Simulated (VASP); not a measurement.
Input:

```
CELL_PARAMETERS angstrom
      0.00000     2.57055     2.57055
      2.57055     0.00000     2.57055
      2.57055     2.57055     0.00000
ATOMIC_POSITIONS crystal
  Li 0.00000 0.00000 0.00000
  Cl 0.50000 0.50000 0.50000
```

Level of theory: PBE GGA, VASP's PBE PAW potentials (set 64) (plane waves; VASP). Settings: 520 eV cut-off, 8×8×8 Γ-centred mesh, Gaussian smearing of 0.050 eV, potentials Li_sv Cl.

Problem. What does the run give for the energy per atom (σ→0), band gap (on the k-mesh) with the smallest direct gap where there is one?

Solution. 
The band gap (on the k-mesh) comes out as 6.30 eV, the smallest direct gap (on the k-mesh) is 6.30 eV and the energy per atom (σ→0) is -3.693 eV/atom.

Only differences to runs with the same potentials and settings are physical.

The structure was generated: LiCl was put into the rock salt type (Fm-3m), which need not be its known phase. It was relaxed first, which changed the volume by +11 %. The start is the result of an earlier pass.
